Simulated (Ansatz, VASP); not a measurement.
Two plane-wave programs on Sr2Br3

```
Sr Br
1.0
     5.96525    0.00000    0.00000
     0.00000    5.96525    0.00000
     0.00000    0.00000    5.96525
Sr Br
2 3
Cartesian
  0.0000 0.0000 0.0000
  2.9826 2.9826 2.9826
  0.0000 2.9826 2.9826
  2.9826 0.0000 2.9826
  2.9826 2.9826 0.0000
```

Alike in both runs: task relaxation of cell and atoms; functional PBE; k mesh 6 × 6 × 6; occupations gaussian, width 0.1 eV; no spin polarisation.

```csv
,VASP,Ansatz
version,VASP 6.6.1,Ansatz 0.2.0
potentials or method,"VASP PAW PBE potentials, release 64 (Sr_sv, Br)","scalar-relativistic, plane waves, PAW"
plane-wave cutoff (eV),600,420
valence electrons in the cell,41,41
```

Ansatz gave:

| Property | Result |
| --- | --- |
| gap on the k mesh at the Fermi level, each at its own relaxed structure (eV) | none |
| relaxed volume (Å³/atom) | 42.45 |
| relaxed cell length with the largest relative difference (Å) | 5.965 |

Question: Which values does VASP return?

Answer: gap on the k mesh at the Fermi level, each at its own relaxed structure (eV): none; relaxed volume (Å³/atom): 42.52; relaxed cell length with the largest relative difference (Å): 5.969.

A gap of «none» marks a metal or a gap that the smearing closes.

Caveats: an odd number of electrons without spin polarisation forces a metal; a magnetic or distorted state may lie lower.
